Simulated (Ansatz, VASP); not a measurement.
## NaLiICl in VASP and in Ansatz

Contents of INCAR:

```
ALGO     = Normal         # electronic algorithm
EDIFF    = 1E-6           # SCF threshold, eV
ENCUT    = 520            # plane-wave cutoff, eV
ISIF     = 2              # what is computed and relaxed
ISMEAR   = 0              # smearing method
LASPH    = T              # aspherical terms in the spheres
LCHARG   = F              # write CHGCAR
LREAL    = F              # projectors in reciprocal space
LWAVE    = F              # write WAVECAR
NBANDS   = 20             # bands
NELM     = 80             # most SCF steps
PREC     = Accurate       # precision mode
SIGMA    = 0.05           # smearing width, eV
```

File KPOINTS:

```
k-points
0
Gamma
  6 6 4
```

Contents of POSCAR:

```
NaLiICl
1.0
    3.7643051200      0.0000000000      0.0000000000
    0.0000000000      3.7643051200      0.0000000000
    0.0000000000      0.0000000000      5.7181164800
Na Li I Cl
1 1 1 1
Direct
    0.5000000000      0.5000000000      0.5000000000
    0.0000000000      0.0000000000      0.0000000000
    0.5000000000      0.5000000000      0.0000000000
    0.0000000000      0.0000000000      0.5000000000
```

Input for Ansatz:

```yaml
crystal:
  lattice:
    - [3.76430512, 0.0, 0.0]
    - [0.0, 3.76430512, 0.0]
    - [0.0, 0.0, 5.71811648]
  atoms:
    - { symbol: Na, position: [0.5, 0.5, 0.5] }
    - { symbol: Li, position: [0.0, 0.0, 0.0] }
    - { symbol: I, position: [0.5, 0.5, 0.0] }
    - { symbol: Cl, position: [0.0, 0.0, 0.5] }
basis:
  ecutwfc: 420
kpoints:
  mp_grid: { grid: [6, 6, 4] }
hamiltonian:
  xc: lda
scf:
  occupations: { method: gaussian, width: 0.05 }
output:
  forces: true
  stress: true
  eigenvalues: true
```

Change from the starting cell: strain -0.080 along x and y, -0.080 along z, atoms carried along.

Alike in both runs: task single point; functional LDA; k mesh 6 × 6 × 4; occupations gaussian, width 0.05 eV; no spin polarisation.

|  | VASP | Ansatz |
| --- | --- | --- |
| version | VASP 6.6.1 | Ansatz 0.2.0 |
| potentials or method | VASP PAW LDA potentials, release 64 (Na_pv, Li_sv, I, Cl) | scalar-relativistic, plane waves, PAW |
| plane-wave cutoff (eV) | 520 | 420 |
| valence electrons in the cell | 24 | 36 |

VASP gave:

- gap on the k mesh at the Fermi level (eV): 4.20
- least direct gap on the mesh (eV): 4.20

Task: What did Ansatz give for the same quantities?

Result: gap on the k mesh at the Fermi level (eV): 4.22; least direct gap on the mesh (eV): 4.22.

The two sets of potentials don't hold the same shells in valence.

Caveats: spin-orbit coupling is left out, which moves the levels of the heavy elements. A k mesh can miss the band edges.
